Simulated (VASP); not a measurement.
# Si: energy against volume

Si (diamond, Fd-3m, 20.075 Å³/atom and stress up to 0.01 GPa in the relaxed cell, cube axes along x, y and z) under an equal strain ε along all three axes. PBEsol in VASP (plane waves, PAW), 480 eV, 10×10×10 Γ-centred mesh, Gaussian smearing 0.05 eV; ions are relaxed, or left where forces stay under 0.02 eV/Å, within the symmetry of each cell.

Here V stands for volume and E for E less E0.

```
volume (Å³/atom)  E less E0 (meV/atom)  pressure (GPa)
----------------  --------------------  --------------
18.8947                          22.65            6.46
19.1853                          12.54            4.68
19.4790                           5.50            3.02
19.7756                           1.36            1.46
20.0752                           0.00            0.00
20.3779                           1.29           -1.36
20.6835                           5.09           -2.62
20.9923                          11.28           -3.80
21.3040                          19.75           -4.90
21.9368                              ?               ?
```

Taking the third-order Birch-Murnaghan form, a cubic in V^(-2/3) for E over the 9 complete rows: With u = V^(-2/3) - 0.135, the rows have u = 0.005963, 0.004536, 0.003130, 0.001746, 0.000382, -0.000962, -0.002286, -0.003591, -0.004875. Least squares gives E = 0.104 - 538.2·u + 719849·u² + 749221·u³. Residuals (row less fit): 0.000, -0.004, 0.005, -0.003, -0.003, 0.003, 0.003, -0.005, 0.001; standard error 0.005 (degrees of freedom: 5). Its minimum lies at u = 0.000374, so V0 = (0.135374)^(-3/2) = 20.08. There d²E/du² = 1441000 and d³E/du³ = 4495000, so B0 = (4/9) × 20.08^(-7/3) × 1441000 × 0.160218 = 93.7 GPa (the last factor turns the table's units into GPa), and B0' = 4 + (2/3) × 0.135374 × (4495000)/1441000 = 4.3. B0' rests on the cubic coefficient alone and has a standard error of 0.1 from these residuals.

Q: Estimate the missing E (V = 21.9368); what did the run itself give?

A: u = -0.007390, so E = 0.104 - 538.2 × (-0.007390) + 719849 × (-0.007390)² + 749221 × (-0.007390)³ = 43.091 meV/atom. The calculation gives 43.06 meV/atom, 0.031 meV/atom below the prediction (0.1 % of the range of E in the table). The row lies outside the fitted rows, so this is an extrapolation. The scatter of the fitted rows lies at the last printed digit.

Other structures, which can take over under pressure, weren't tried. The same form fitted to the pressure column gives B0' = 4.3; series where the two differ by over 0.4 aren't shown. Rows are the converged runs of the series near zero and its far end, less any whose ions stayed unrelaxed beside relaxed ones; series whose fitted rows scatter by over a few per cent of the range, as at a crossing or softening among them, aren't shown in this form.
